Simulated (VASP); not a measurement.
The cell holds one MoS2 (2H layered) monolayer, with vacuum along c. Ionisation potential and electron affinity count from the cell's own band edges, surface states included.

Input:

```
MoS2
1.0
    3.12520     0.00000     0.00000
   -1.56260     2.70650     0.00000
    0.00000     0.00000    18.78519
Mo S
1 2
Direct
  0.66667   0.33333   0.50000
  0.33333   0.66667   0.58255
  0.33333   0.66667   0.41745
```

These are LDA (Ceperley-Alder, Perdew-Zunger), VASP's LDA PAW potentials (set 64) (plane waves; VASP) values and carry that method's errors. Run with 400 eV cut-off, 12×12×1 Γ-centred mesh, Gaussian smearing of 0.050 eV, potentials Mo_sv S.

```yaml
energy_to_cut_it_from_the_bulk_per_area: 13.3 meV/Å²
ionisation_potential: 6.17 eV
electron_affinity: 4.32 eV
band gap (on the k-mesh): 1.85 eV
```

The cell is a sheet with vacuum, built from MoS2 (2H layered).
